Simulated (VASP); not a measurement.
Here is the system:

```xyz
2
Lattice="2.9195 0.0000 0.0000 0.0000 2.9195 0.0000 0.0000 0.0000 2.9195" Properties=species:S:1:pos:R:3 pbc="T T T"
Cr     0.0000     0.0000     0.0000
Cr     1.4597     1.4597     1.4597
```

All values below come from PBEsol GGA, VASP's PBE PAW potentials (set 64) (plane waves; VASP). Numerical set-up: 480 eV cut-off, 12×12×12 Γ-centred mesh, first-order Methfessel-Paxton smearing of 0.10 eV, potentials Cr_pv.

Problem. Give the stress tensor in GPa (positive for a compressed cell).

Solution. 
```
-25.27    0.00    0.00
  0.00  -25.27    0.00
  0.00    0.00  -25.27
```
The pressure is its mean diagonal, -25.27 GPa.

The compound is Cr in the bcc, AFM order structure. This cell was strained or had an atom moved on purpose. The run is not spin-polarised, so no magnetic state was tried.
